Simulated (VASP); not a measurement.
Consider the following.

```yaml
crystal:
  lattice:
    - [6.93005, 0.00000, 0.00000]
    - [0.00000, 3.95831, 0.00000]
    - [0.00000, 0.00000, 6.69952]
  atoms:
    - { symbol: Sn, position: [0.49463, 0.25000, 0.75596] }
    - { symbol: Sn, position: [0.99463, 0.25000, 0.74404] }
    - { symbol: Sn, position: [0.50537, 0.75000, 0.24404] }
    - { symbol: Sn, position: [0.00537, 0.75000, 0.25596] }
    - { symbol: Ge, position: [0.75705, 0.25000, 0.08918] }
    - { symbol: Ge, position: [0.25705, 0.25000, 0.41082] }
    - { symbol: Ge, position: [0.24295, 0.75000, 0.91082] }
    - { symbol: Ge, position: [0.74295, 0.75000, 0.58918] }
```

Computed with LDA (Ceperley-Alder, Perdew-Zunger), VASP's LDA PAW potentials (set 64) (plane waves; VASP). Settings: 400 eV cut-off, Gaussian smearing of 0.050 eV, potentials Sn_d Ge_d.

Unless said otherwise, spin-orbit coupling is left out, though it shifts the bands of the heavy elements here.

Predict the band gap (along the path) with the smallest direct gap where there is one.

```
Quantity                                                     Result
-------------------------  ----------------------------------------
band gap (along the path)  none (metal, semimetal or under 0.01 eV)
```

Total energies compare only between runs with the same potentials, cut-off and functional.

The structure was generated: SnGe was put into the MnP type (Pnma), which need not be its known phase. It was relaxed first, which changed the volume by +10 %.
